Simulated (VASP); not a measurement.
G0W0@PBE gap of AlN (zinc blende) on a 4×4×4 Γ-centred mesh, against ENCUTGW, at NBANDS = 192 and NOMEGA = 64; VASP with its GW potentials, 500 eV. The gap is the smallest on this mesh. Fit it as a straight line in ENCUTGW^(−3/2).

| ENCUTGW | gap (eV) |
|---|---|
| 120 | 4.531 |
| 160 | 4.654 |
| 200 | 4.730 |
| 250 | 4.782 |

Question: Fit the rows as the text says and predict the value at 300.

Answer: The intercept, the limit in ENCUTGW alone, is 4.904 eV. The line misses the rows by up to 0.006 and gives 4.809 at 300. The run gave 4.806, -0.003 from the line.

Left out are failed runs, those that VASP or the mesh makes unfit, and the lowest settings.

The compound is AlN in the zinc blende structure, a metastable form; wurtzite is the usual one. The cell was not relaxed at this level.
